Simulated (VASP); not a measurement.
A run of VASP 6.6.1 is set up as follows.

Contents of INCAR:

```
PREC = Accurate
ENCUT = 520
EDIFF = 1E-6
ISMEAR = 0
SIGMA = 0.05
LREAL = F
LASPH = T
NELM = 100
ALGO = Normal
ISIF = 2
LWAVE = F
LCHARG = F
LMAXMIX = 4
LDAU = T
LDAUTYPE = 2
LDAUL = 2 -1
LDAUU = 6 0
LDAUJ = 0 0
LDAUPRINT = 1
GGA = PS
NBANDS = 21
```

KPOINTS

```
Automatic mesh
0
Gamma
  5 5 5
```

POSCAR

```
RuBr2
1.0
    0.0000000000      3.1637246900      3.1637246900
    3.1637246900      0.0000000000      3.1637246900
    3.1637246900      3.1637246900      0.0000000000
Ru Br
1 2
Direct
    0.0000000000      0.0000000000      0.0000000000
    0.2500000000      0.2500000000      0.2500000000
    0.7500000000      0.7500000000      0.7500000000
```

Potentials or basis: VASP PAW PBE potentials, release 64 (Ru_pv, Br).

Command:

```console
$ cat potpaw_PBE.64/Ru_pv/POTCAR potpaw_PBE.64/Br/POTCAR > POTCAR
$ mpirun -np 1 vasp_std > vasp.out
```

(1) What does it give for the band gap on the k mesh?

(2) Estimate the pressure.

Results:

(1) none (metal or under the smearing width).

(2) -1.1 GPa.

Caveat: the PAW data sets were made with another functional, which shifts forces and pressure a little; U without spin polarisation on a metal has little footing.
